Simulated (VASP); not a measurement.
The input files of a VASP run:

### KPOINTS
```
kpoints
0
G
8 8 8
0 0 0
```

POSCAR:
```
MgS
1
    0.0000000000     2.6000000000     2.6000000000
    2.6000000000     0.0000000000     2.6000000000
    2.6000000000     2.6000000000     0.0000000000
Mg S
1 1
Direct
  0.0000000000   0.0000000000   0.0000000000
  0.5000000000   0.5000000000   0.5000000000
```

**INCAR**
```
LMIXTAU = .TRUE.
LREAL = .FALSE.   # projection in real space or not
IBRION = 2
EDIFFG = -0.01   # ionic stop
EDIFF = 1E-6   # SCF stop (eV)
NELM = 100   # most electronic steps
LUSE_VDW = .TRUE.
BPARAM = 11.95
ISMEAR = 0
LCHARG = .FALSE.
ISIF = 3   # ions, shape and volume
ENCUT = 520
METAGGA = R2SCAN
NSW = 60
SYSTEM = MgS
SIGMA = 0.05
LWAVE = .FALSE.
LASPH = .TRUE.   # aspherical one-centre terms
CPARAM = 0.0093
ALGO = Normal   # blocked Davidson
PREC = Accurate
```

POTCAR, in this order: Mg S (PBE.64 set). Program: vasp_std.

**Question.** Translate this r2SCAN+rVV10 calculation to Ansatz.

**Answer.** One equivalent input (not run):
Ansatz 0.2 input:
```yaml
crystal:
  lattice:
    - [0.0000000, 2.6000000, 2.6000000]
    - [2.6000000, 0.0000000, 2.6000000]
    - [2.6000000, 2.6000000, 0.0000000]
  atoms:
    - { symbol: Mg, position: [0.0000000, 0.0000000, 0.0000000] }
    - { symbol: S, position: [0.5000000, 0.5000000, 0.5000000] }
kpoints:
  mp_grid: { grid: [8, 8, 8] }
hamiltonian:
  xc: r2scan
  dispersion: rvv10
  pseudopotentials: { kind: paw }
scf:
  occupations: { method: gaussian, width: 0.05 }
  max_iter: 100
relax:
  max_steps: 60
  f_tol: 0.01
  cell: {}
output: { forces: true, stress: true, eigenvalues: true }
```
The two are equivalent in intent, not identical: each code has its own PAW files, so the cut-off isn't converted (ENCUT is set for VASP's; basis.ecutwfc is left out, and Ansatz then takes the one that its files recommend); Ansatz stops its SCF on the density residual and VASP on the energy change (EDIFF).

The compound is MgS in the rock salt structure. This run relaxes it. Symmetry was kept, so distortions that lower it aren't found.
